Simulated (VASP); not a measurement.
Given:

```
CELL_PARAMETERS angstrom
      3.24342     0.00000     0.00000
      0.00000     3.24342     0.00000
      0.00000     0.00000     3.24342
ATOMIC_POSITIONS crystal
  Hf 0.00000 0.00000 0.00000
  Ir 0.50000 0.50000 0.50000
```

These are PBEsol GGA, VASP's PBE PAW potentials (set 64) (plane waves; VASP 6.6.1) values and carry that method's errors. Settings: 400 eV cut-off, Gaussian smearing of 0.050 eV, potentials Hf_pv Ir.

Unless said otherwise, spin-orbit coupling is left out, though it shifts the bands of the heavy elements here.

Question: Predict the band gap (along the path) with the smallest direct gap where there is one.

Answer: 
The band gap (along the path) is none (metal, semimetal or under 0.01 eV).

The absolute energy has meaning only against runs of the same code, potentials and settings.

The structure comes from a computed database's HfIr entry (Pm-3m); how it stands against other phases isn't given here. It was relaxed first. The electron count is odd and the run is not spin-polarised, which forces a metal.
